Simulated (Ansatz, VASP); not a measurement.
# Cross-check of H2CClF between VASP and Ansatz, part 2 of 2

One calculation is typed for both programs; each brings its own data sets. How far apart do they land? The cell is taken from a series of runs on this material, whose earlier steps may have relaxed, scaled, displaced or heated it; both programs get it as it stands.

VASP 6.6.1 and Ansatz 0.2.0.

So far: The starting structure; Ansatz: single point, HSE06.

## (3) VASP: single point, HSE06

Level of this step: HSE06; plane waves and PAW (H, C, Cl, F) (VASP).

The same cell, functional and mesh now go to VASP, with its own data sets.

Lines of VASP's logs that name or quote its potential files are left out, and so is its time.

The run reads the wave functions of an earlier VASP run, which isn't shown here.

INCAR

```
SYSTEM = H2CClF
PREC = Accurate
ENCUT = 520
EDIFF = 1E-06
NELM = 100
ISMEAR = 0
SIGMA = 0.01
LREAL = .FALSE.
ALGO = Normal
LHFCALC = .TRUE.
AEXX = 0.25
GGA = PE
HFSCREEN = 0.208
LASPH = .TRUE.
NBANDS = 30
PRECFOCK = Fast
LORBIT = 11
LWAVE = .FALSE.
LCHARG = .FALSE.
KPAR = 4
NCORE = 2
ISIF = 2
```

POSCAR

```
H2CClF
1.0
    5.0206000000      0.0000000000      0.0000000000
    0.0000000000      4.1477000000      0.0000000000
   -2.1143188253      0.0000000000      6.6860002262
H C Cl F
4 2 2 2
Direct
    0.2735707245      0.3889461892      0.1550007486
    0.7264292755      0.8889461892      0.8449992514
    0.5663799543      0.1189996532      0.2702605248
    0.4336200457      0.6189996532      0.7297394752
    0.3420764184      0.1416075453      0.1957271982
    0.6579235816      0.6416075453      0.8042728018
    0.1633127779      0.9980651252      0.3643053544
    0.8366872221      0.4980651252      0.6356946456
    0.2704493145      0.9528814871      0.0254621333
    0.7295506855      0.4528814871      0.9745378667
```

KPOINTS

```
Automatic mesh
0
Gamma
4 4 2
0 0 0
```

The projector-augmented-wave data sets are H, C, Cl and F (PBE family, release 64).

On the command line:

```console
> mpirun -np 8 vasp_std
```

Numbers of over 12 decimals in the logs are rounded to 6 here.

The program printed:

```text
[banner, memory and clock lines left out]
running    8 mpi-ranks, on    1 nodes
 distrk:  each k-point on    2 cores,    4 groups
 distr:  one band on    2 cores,    1 groups

 POSCAR found type information on POSCAR H C ClF
 POSCAR found :  4 types and      10 ions
 LDA part: xc-table for (Slater+PW92), standard interpolation
 found WAVECAR, reading the header
 POSCAR, INCAR and KPOINTS ok, starting setup
 FFT: planning ... GRIDC
 FFT: planning ... GRID_SOFT
 FFT: planning ... GRID
 reading WAVECAR
 the WAVECAR file was read successfully
 initial charge from wavefunction
 entering main loop
       N       E                     dE             d eps       ncg     rms          rms(c)
DAV:   1    -0.550734660712E+02   -0.55073E+02   -0.72800E-01  1348   0.778E+00    0.884E-01
DAV:   2    -0.550842301964E+02   -0.10764E-01   -0.11141E-01  1360   0.203E+00    0.964E-01
DAV:   3    -0.550792180923E+02    0.50121E-02   -0.10753E-02  1414   0.107E+00    0.602E-01
DAV:   4    -0.550794205082E+02   -0.20242E-03   -0.57496E-03  1260   0.502E-01    0.342E-01
DAV:   5    -0.550791365289E+02    0.28398E-03   -0.25719E-04  1380   0.130E-01    0.179E-01
DAV:   6    -0.550790599824E+02    0.76547E-04   -0.17269E-04  1310   0.927E-02    0.963E-02
DAV:   7    -0.550790403794E+02    0.19603E-04   -0.12804E-05  1272   0.280E-02    0.580E-02
DAV:   8    -0.550790319864E+02    0.83930E-05   -0.73699E-06  1402   0.246E-02    0.343E-02
DAV:   9    -0.550790300879E+02    0.18985E-05   -0.36637E-06  1254   0.140E-02    0.193E-02
DAV:  10    -0.550790294810E+02    0.60692E-06   -0.36061E-07   720   0.479E-03
   1 F= -.55079029E+02 E0= -.55079029E+02  d E =-.246065E-78
```

From OUTCAR (step 3):

```text
ion  position               nearest neighbor table
   1  0.274  0.389  0.155-   5 1.09
   2  0.726  0.889  0.845-   6 1.09
   3  0.566  0.119  0.270-   5 1.09
   4  0.434  0.619  0.730-   6 1.09
   5  0.342  0.142  0.196-   1 1.09   3 1.09   9 1.38   7 1.79
   6  0.658  0.642  0.804-   2 1.09   4 1.09  10 1.38   8 1.79
   7  0.163  0.998  0.364-   5 1.79
   8  0.837  0.498  0.636-   6 1.79
   9  0.270  0.953  0.025-   5 1.38
  10  0.730  0.453  0.975-   6 1.38

  LATTYP: Found a simple monoclinic cell.
 ALAT       =     5.0206000000
 B/A-ratio  =     0.8261363184
 C/A-ratio  =     1.3967139783
 COS(beta)  =    -0.3015139258

 Subroutine GETGRP returns: Found  2 space group operations
 (whereof  1 operations were pure point group operations)

The static configuration has the point symmetry C_1 .
 The point group associated with its full space group is C_2 .

 Found     18 irreducible k-points:

   k-points           NKPTS =     18   k-points in BZ     NKDIM =     32   number of bands    NBANDS=     30

   dimension x,y,z NGX =    40 NGY =   32 NGZ =   54
   dimension x,y,z NGXF=    80 NGYF=   64 NGZF=  108

   ENCUT  =  520.0 eV  38.22 Ry    6.18 a.u.   9.33  7.71 13.04*2*pi/ulx,y,z

   NELECT =      40.0000    total number of electrons

 k-points in reciprocal lattice and weights: Automatic mesh
   0.00000000  0.00000000  0.00000000       0.031
   0.25000000  0.00000000 -0.00000000       0.062
   0.50000000  0.00000000 -0.00000000       0.031
   0.00000000  0.25000000  0.00000000       0.062
   0.25000000  0.25000000 -0.00000000       0.125
   0.50000000  0.25000000 -0.00000000       0.062
   0.00000000  0.50000000  0.00000000       0.031
   0.25000000  0.50000000 -0.00000000       0.062
   0.50000000  0.50000000 -0.00000000       0.031
[...]
0.25000000  0.50000000  0.50000000       0.062
   0.50000000  0.50000000  0.50000000       0.031

  exchange ACFDT corr.  =         0.00000000  see jH, gK, PRB 81, 115126

 average (electrostatic) potential at core
       1 -33.6663       2 -33.6663       3 -33.6936       4 -33.6936       5 -53.0797
       6 -53.0797       7 -92.1813       8 -92.1813       9 -73.7565      10 -73.7565

 E-fermi :  -3.0376

 k-point     1 :       0.0000    0.0000    0.0000
  band No.  band energies     occupation
    ...
     16      -5.3140      2.00000
     17      -3.9208      2.00000
     18      -3.9007      2.00000
     19      -3.8600      2.00000
     20      -3.4384      2.00000
     21       4.9496      0.00000
     22       5.2465      0.00000
     23       5.4267      0.00000
     24       6.7294      0.00000
     25       7.0343      0.00000
    ...

 k-point     2 :       0.2500    0.0000   -0.0000
  band No.  band energies     occupation
    ...
     16      -5.2573      2.00000
     17      -3.8881      2.00000
     18      -3.7925      2.00000
     19      -3.5895      2.00000
     20      -3.3645      2.00000
     21       4.7101      0.00000
     22       5.1258      0.00000
     23       5.8750      0.00000
     24       6.4538      0.00000
     25       7.0552      0.00000
    ...

 k-point     3 :       0.5000    0.0000   -0.0000
  band No.  band energies     occupation
    ...
     16      -5.2148      2.00000
     17      -3.8645      2.00000
     18      -3.7320      2.00000
     19      -3.3662      2.00000
     20      -3.1923      2.00000
     21       4.5881      0.00000
     22       5.3733      0.00000
     23       5.5276      0.00000
     24       6.5939      0.00000
     25       7.3313      0.00000
    ...

  Total       -0.9798446     -0.3987564     -1.2264127      0.0000000      0.0000000      0.6647734
  in kB      -11.2755678     -4.5886925    -14.1129522      0.0000000      0.0000000      7.6498848
  external PRESSURE =      -9.9924042 kB  Pullay stress =       0.0000000 kB

  energy-cutoff  :      520.00
  volume of cell :      139.23
      direct lattice vectors                 reciprocal lattice vectors
     5.020600000  0.000000000  0.000000000     0.199179381  0.000000000  0.062986644
     0.000000000  4.147700000  0.000000000     0.000000000  0.241097476  0.000000000
    -2.114318825  0.000000000  6.686000226     0.000000000  0.000000000  0.149566253

 POSITION                                       TOTAL-FORCE (eV/Angst)
 -----------------------------------------------------------------------------------
      1.04577      1.61323      1.03634         0.061511     -0.254327      0.049699
      1.86051      3.68708      5.64967        -0.061511     -0.254327     -0.049699
      2.27215      0.49357      1.80696        -0.231844      0.014710     -0.138868
      0.63413      2.56742      4.87904         0.231844      0.014710      0.138868
      1.30360      0.58735      1.30863        -0.181416     -0.091351      0.133626
      1.60268      2.66120      5.37737         0.181416     -0.091351     -0.133626
      0.04967      4.13967      2.43575         0.385494      0.155104     -0.372852
      2.85661      2.06582      4.25025        -0.385494      0.155104      0.372852
      1.30398      3.95227      0.17024        -0.028349      0.175865      0.316844
      1.60230      1.87842      6.51576         0.028349      0.175865     -0.316844
 -----------------------------------------------------------------------------------
    total drift:                               -0.000000     -0.003889     -0.000000

  FREE ENERGIE OF THE ION-ELECTRON SYSTEM (eV)
  ---------------------------------------------------
  free  energy   TOTEN  =       -55.0790294810 eV

  energy  without entropy=      -55.0790294810  energy(sigma->0) =      -55.07902948

 total charge
# of ion       s       p       d       tot
------------------------------------------
    1        0.649   0.050   0.000   0.699
    2        0.649   0.050   0.000   0.699
    3        0.649   0.049   0.000   0.699
    4        0.649   0.049   0.000   0.699
    5        0.840   1.603   0.000   2.442
    6        0.840   1.603   0.000   2.442
    7        1.598   3.535   0.000   5.133
    8        1.598   3.535   0.000   5.133
    9        1.755   4.396   0.000   6.150
   10        1.755   4.396   0.000   6.150
--------------------------------------------------
tot         10.982  19.264   0.000  30.245

[... 3 further parts left out ...]
```

The run ends at a pressure of -1.00 GPa, with forces up to 0.56 eV/Å.

## (4) Differences

Known differences besides the potentials themselves: exact exchange at q = 0 is treated differently, which shows on coarse meshes; VASP keeps PBE cores, Ansatz makes them for the functional; fixed occupations in Ansatz, narrow Gaussian smearing in VASP; the cutoff is 420 eV in Ansatz and 520 eV in VASP; VASP takes a coarser grid for exact exchange (PRECFOCK = Fast). Total energies have different zeros and are not compared.

The two programs side by side:

```csv
quantity,Ansatz,VASP,difference
gap on the k mesh (eV),7.728,7.758,-0.030
```

A gap on the mesh is an upper bound, since the band edges may lie between its points.

## (5) What came out

```yaml
difference_in_gap_on_the_k_mesh_single_point_hse06: -0.030 eV
```

**Reading.** The difference in gap on the k mesh is -0.030 eV (single point, HSE06), within the 0.08 eV picked in this series as the mark of a large difference. How closely two codes agree says nothing of how well the functional describes the real material.

[Lines on the potential files, build, host, timing and source positions are cut from VASP's logs without a mark.]

[Logs are printed without paths, hosts, clocks, repeated set-up lines and the standing remarks that a program may print on its own settings, such as how far it seeks lower states.]

[Hosts, paths, dates, database ids (printed as entryN), source tags and the programs' standing remarks are cut or masked in the printed files.]
